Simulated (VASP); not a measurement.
```
CELL_PARAMETERS angstrom
      4.72050     0.00000     0.00000
      0.00000     4.72050     0.00000
      0.00000     0.00000     4.72050
ATOMIC_POSITIONS crystal
  Ti 0.00000 0.00000 0.00000
  Cl 0.50000 0.00000 0.00000
  Cl 0.00000 0.00000 0.50000
  Cl 0.00000 0.50000 0.00000
```

Calculation: PBE GGA, VASP's PBE PAW potentials (set 64) (plane waves; VASP). Numerical set-up: 300 eV cut-off, 5×5×5 Γ-centred mesh, Gaussian smearing of 0.050 eV, potentials Ti_sv Cl.

**Question.** Give the energies of bands 8 to 19 at the high-symmetry points, in eV from the Fermi level.

**Answer.** 
| band | Γ | X | M | R |
|---|---|---|---|---|
| 8 | -5.56 | -6.24 | -6.77 | -7.35 |
| 9 | -5.56 | -5.23 | -5.73 | -5.71 |
| 10 | -5.56 | -5.23 | -5.47 | -5.71 |
| 11 | -3.22 | -4.15 | -4.84 | -5.42 |
| 12 | -3.22 | -4.15 | -4.12 | -5.42 |
| 13 | -3.22 | -4.14 | -4.12 | -5.42 |
| 14 | -2.92 | -3.43 | -3.77 | -2.28 |
| 15 | -2.92 | -3.02 | -3.77 | -2.28 |
| 16 | -2.92 | -3.02 | -2.29 | -2.28 |
| 17 | -0.53 | -0.51 | 0.76 | 1.20 |
| 18 | -0.53 | 0.54 | 0.76 | 1.20 |
| 19 | -0.53 | 0.75 | 1.08 | 1.20 |

It has no gap at this level: it comes out as a metal or semimetal.

The structure was generated: TiCl3 was put into an ordered model structure, which need not be its known phase. The cell was not relaxed at this level. The electron count is odd and the run is not spin-polarised, which forces a metal.
